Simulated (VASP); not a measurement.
A VASP calculation is set up with these files.

**POSCAR**
```
Sn
1
   -2.9237479175     2.9237479175     1.5877446250
    2.9237479175    -2.9237479175     1.5877446250
    2.9237479175     2.9237479175    -1.5877446250
Sn
2
Direct
  0.2500000000   0.7500000000   0.5000000000
  0.0000000000   0.0000000000   0.0000000000
```

**KPOINTS**
```
Automatic mesh
0
Gamma
15 15 15
0 0 0
```

INCAR:
```
SYSTEM = Sn
PREC = Accurate
ENCUT = 520
EDIFF = 1E-7
NELM = 100
ALGO = Normal
LREAL = .FALSE.
LASPH = .TRUE.
ISMEAR = -5
GGA = PE
IVDW = 12
LMAXMIX = 4
LWAVE = .FALSE.
LCHARG = .TRUE.
LORBIT = 11
NEDOS = 601
ISIF = 2
```

POTCAR, in this order: Sn_d (PBE.64 set). Program: vasp_std.

Problem. Write an equivalent input for Quantum ESPRESSO's pw.x.

Solution. One equivalent input (not run):
```
&CONTROL
  calculation = 'scf'
  pseudo_dir = './pseudo'
  outdir = './out'
  tprnfor = .true.
  tstress = .true.
/
&SYSTEM
  ibrav = 0
  nat = 2
  ntyp = 1
  ecutwfc = 72
  occupations = 'tetrahedra'
  input_dft = 'pbe'
  vdw_corr = 'grimme-d3'
  dftd3_version = 4
  dftd3_threebody = .false.
/
&ELECTRONS
  conv_thr = 7.3e-09
  electron_maxstep = 100
/
ATOMIC_SPECIES
  Sn 118.710 Sn.upf
CELL_PARAMETERS angstrom
    -2.9237479    2.9237479    1.5877446
     2.9237479   -2.9237479    1.5877446
     2.9237479    2.9237479   -1.5877446
ATOMIC_POSITIONS crystal
  Sn   0.2500000  0.7500000  0.5000000
  Sn   0.0000000  0.0000000  0.0000000
K_POINTS automatic
  15 15 15 0 0 0
```
What does not carry over: the potentials are each code's own (VASP's PAW set, PseudoDojo norm-conserving files in pw.x), so ENCUT and ecutwfc are chosen apart and not converted; conv_thr bounds pw.x's estimated SCF error, while EDIFF bounds the energy change between steps.

The compound is Sn in the beta structure. It was relaxed first.
